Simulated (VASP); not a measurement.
# Si2Mo: convergence with the k-mesh and SCF threshold, part 3 of 3

Aim: find how far the k-mesh and SCF threshold must be pushed for Si2Mo, and what that costs. The atoms are off their equilibrium sites, so that forces can be compared too. The series runs use PBEsol. The atoms of the start are displaced at random from the sites of a I4/mmm cell.

VASP 6.6.1; PBEsol; plane waves and PAW (Si, Mo_sv).

So far. Step 14 (SCF threshold: EDIFF = 1E-05): Against the run before the energy stays within 0.01 meV an atom; the pressure moves by -0.19 GPa, after 12 cycles in 66 s.

The database entry behind the starting cell is an old determination (1927), so it need not match the best structure at ambient conditions.

## Step 15: SCF threshold: EDIFF = 1E-06

INCAR

```
SYSTEM = Si2Mo
PREC = Accurate
ENCUT = 400
EDIFF = 1E-06
NELM = 100
ISMEAR = -1
SIGMA = 0.05
LREAL = .FALSE.
ALGO = Normal
GGA = PS
NBANDS = 17
LASPH = .TRUE.
LORBIT = 11
LWAVE = .FALSE.
LCHARG = .FALSE.
KPAR = 4
ISIF = 2
```

POSCAR

```
Si2Mo
1.0
   -1.6000000000      1.6000000000      3.9305000000
    1.6000000000     -1.6000000000      3.9305000000
    1.6000000000      1.6000000000     -3.9305000000
Si Mo
2 1
Direct
    0.3506620000      0.3348630000      0.0066410000
    0.6778390000      0.6943160000      0.0250040000
   -0.0010010000      0.0128110000      0.0115010000
```

KPOINTS

```
Automatic mesh
0
Gamma
8 8 10
0 0 0
```

PAW data sets: Si and Mo_sv (PBE family, release 64).

Launch:

```
$ mpirun -np 4 vasp_std
```

What it wrote:

```text
[... set-up lines as in an earlier step ...]
 entering main loop
       N       E                     dE             d eps       ncg     rms          rms(c)
[... 10 cycles as in an earlier step ...]
DAV:  11    -0.250272190186E+02    0.13561E-04   -0.16360E-04 11962   0.952E-02    0.353E-02
DAV:  12    -0.250272168853E+02    0.21332E-05   -0.21209E-05 11828   0.321E-02    0.790E-03
DAV:  13    -0.250272163459E+02    0.53945E-06   -0.12862E-06  6190   0.986E-03
   1 F= -.25027216E+02 E0= -.25025943E+02  d E =-.254705E-02
```

Wall time 74 s (4 MPI ranks of Intel Xeon Platinum 8488C (Sapphire Rapids), shared host); peak memory 1.1 GiB; 4.9 min of CPU time.

Parts of OUTCAR (step 15):

```text
  Total       -0.4684804     -0.4198700     -0.7397970     -0.0766584      0.0599160     -0.1141138
  in kB      -18.6489425    -16.7138956    -29.4493262     -3.0515637      2.3850946     -4.5425647
  external PRESSURE =     -21.6040548 kB  Pullay stress =       0.0000000 kB

 POSITION                                       TOTAL-FORCE (eV/Angst)
 -----------------------------------------------------------------------------------
     -0.01465      0.03590      2.66835         0.575979     -0.292822      0.024205
      0.06637      0.01364      5.29498        -0.373064      0.006051     -0.699759
     -1.55950      1.59630      3.93171        -0.202915      0.286771      0.675554
 -----------------------------------------------------------------------------------
    total drift:                               -0.000090     -0.000027      0.000058

  FREE ENERGIE OF THE ION-ELECTRON SYSTEM (eV)
  ---------------------------------------------------
  free  energy   TOTEN  =       -25.0272163459 eV

  energy  without entropy=      -25.0246692944  energy(sigma->0) =      -25.02594282

[... 2 parts as in an earlier step ...]

[... 1 further part left out ...]
[key lines of the parts left out:]
E-fermi :  12.1852
```

Against the run before the energy stays within 0.01 meV an atom; the pressure moves by +0.05 GPa, after 13 cycles in 74 s.

## Step 16: SCF threshold: EDIFF = 1E-08

INCAR: that of step 15 with these lines changed.

```diff
@@ -3,3 +3,3 @@
 ENCUT = 400
-EDIFF = 1E-06
+EDIFF = 1E-08
 NELM = 100
```

POSCAR is that of step 15.

KPOINTS is that of step 15.

Launch:

```
$ mpirun -np 4 vasp_std
```

What it wrote:

```text
[... set-up lines as in an earlier step ...]
 entering main loop
       N       E                     dE             d eps       ncg     rms          rms(c)
[... 12 cycles as in an earlier step ...]
DAV:  13    -0.250272163513E+02    0.53406E-06   -0.13369E-06 12117   0.986E-03    0.118E-03
DAV:  14    -0.250272162499E+02    0.10133E-06   -0.31145E-08 11193   0.128E-03    0.672E-04
DAV:  15    -0.250272162415E+02    0.84528E-08   -0.11546E-08  6047   0.786E-04
   1 F= -.25027216E+02 E0= -.25025943E+02  d E =-.254695E-02
```

It took 87 s on 4 MPI ranks; peak memory 1.1 GiB; 5.7 min of CPU time.

From OUTCAR (step 16):

```text
  Total       -0.4707927     -0.4221873     -0.7410648     -0.0766759      0.0599066     -0.1140602
  in kB      -18.7409912    -16.8061408    -29.4997954     -3.0522631      2.3847199     -4.5404301
  external PRESSURE =     -21.6823091 kB  Pullay stress =       0.0000000 kB

 POSITION                                       TOTAL-FORCE (eV/Angst)
 -----------------------------------------------------------------------------------
     -0.01465      0.03590      2.66835         0.575967     -0.292817      0.024144
      0.06637      0.01364      5.29498        -0.373057      0.006051     -0.699703
     -1.55950      1.59630      3.93171        -0.202910      0.286766      0.675560
 -----------------------------------------------------------------------------------
    total drift:                               -0.000071     -0.000044     -0.000049

  FREE ENERGIE OF THE ION-ELECTRON SYSTEM (eV)
  ---------------------------------------------------
  free  energy   TOTEN  =       -25.0272162415 eV

  energy  without entropy=      -25.0246692905  energy(sigma->0) =      -25.02594277

[... 2 parts as in an earlier step ...]

[... 1 further part left out ...]
[key lines of the parts left out:]
E-fermi :  12.1853
```

Against the run before the energy stays within 0.01 meV an atom; the pressure moves by -0.01 GPa, after 15 cycles in 87 s.

## Step 17: The SCF threshold series as a table

This step: convergence of PBEsol results with the threshold; plane waves and PAW (VASP 6.6.1).

Derived from the runs above.

Differences are taken from the run with EDIFF = 1E-08. Results of the series, by row:

```tsv
setting	status	energy less the reference (meV/atom)	pressure (GPa)	largest force difference (meV/Å)	SCF cycles	wall time (s)
EDIFF = 0.01	converged	-0.03935	-1.817	2.294	9	52
EDIFF = 0.001	converged	-0.00435	-2.545	1.974	10	57
EDIFF = 1E-04	converged	-6.40e-4	-2.024	1.352	11	64
EDIFF = 1E-05	converged	-1.97e-4	-2.209	0.344	12	66
EDIFF = 1E-06	converged	-1.67e-5	-2.16	0.061	13	74
EDIFF = 1E-08	converged	0	-2.168	0	15	87
```

## Step 18: What came out

```json
{"k-mesh from which the energy stays within 10 meV/atom of the reference": "4 4 5", "k-mesh from which the energy stays within 1 meV/atom of the reference": "5 5 7", "k-mesh from which the pressure stays within 0.2 GPa of the reference": "2 2 3", "spread of the pressure over the k-mesh": "0.162 GPa", "spread of the energy over the k-mesh": "96.6 meV/atom", "SCF threshold from which the energy stays within 10 meV/atom of the reference": "EDIFF = 0.01", "SCF threshold from which the energy stays within 1 meV/atom of the reference": "EDIFF = 0.01", "SCF threshold from which the pressure stays within 0.2 GPa of the reference": "EDIFF = 1E-04", "spread of the pressure over the SCF threshold": "0.728 GPa", "spread of the energy over the SCF threshold": "0.0394 meV/atom"}
```

From 5 5 7 on, the energy stays within 1 meV an atom of the reference, at 5.6 % of its time. The pressure holds within 0.2 GPa from 2 2 3 on. The energy swings above and below the reference, since the sum over k-points is not variational. A metal's Fermi surface slows this convergence. From EDIFF = 0.01 on, the energy stays within 1 meV an atom of the reference, at 60 % of its time. The pressure holds within 0.2 GPa from EDIFF = 1E-04 on. The loosest stop saves 6 of 15 cycles and costs -0.0 meV an atom, +0.35 GPa, 2.3 meV/Å in forces. Differences are taken from the run with 14 14 18, which is itself not the exact limit. The run at 2 2 3 is over 30 meV an atom or 2 GPa off and describes the material poorly.

[Lines on the potential files, build, host, timing and source positions are cut from VASP's logs without a mark.]

[Logs are printed without paths, hosts, clocks, repeated set-up lines and the standing remarks that a program may print on its own settings, such as how far it seeks lower states.]

[Hosts, paths, dates, database ids (printed as entryN), source tags and the programs' standing remarks are cut or masked in the printed files.]

[A measured line is paired with the nearest computed mode of its activity, which favours agreement.]
